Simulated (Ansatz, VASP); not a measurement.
Si in VASP and in Ansatz

```
CELL_PARAMETERS angstrom
-1.62691 1.62691 1.37314
1.62691 -1.62691 1.37314
1.62691 1.62691 -1.37314
ATOMIC_POSITIONS crystal
Si 0.00000 0.00000 0.00000
```

Change from the starting cell: strain +0.000 along x and y, +0.040 along z, atoms carried along.

Alike in both runs: task single point; functional LDA; k mesh 22 × 22 × 22; occupations gaussian, width 0.15 eV; no spin polarisation.

|  | VASP | Ansatz |
| --- | --- | --- |
| version | VASP 6.6.1 | Ansatz 0.2.0 |
| potentials or method | VASP PAW LDA potentials, release 64 (Si) | scalar-relativistic, plane waves, PAW |
| plane-wave cutoff (eV) | 520 | 420 |
| valence electrons in the cell | 4 | 4 |

```csv
,VASP,Ansatz,Ansatz less VASP
gap on the k mesh at the Fermi level (eV),none,none,-
pressure (GPa),-3.8,-3.8,-0.06
largest component of the traceless stress (GPa),1.56,1.54,-0.018
```

A gap of «none» marks a metal or a gap that the smearing closes.
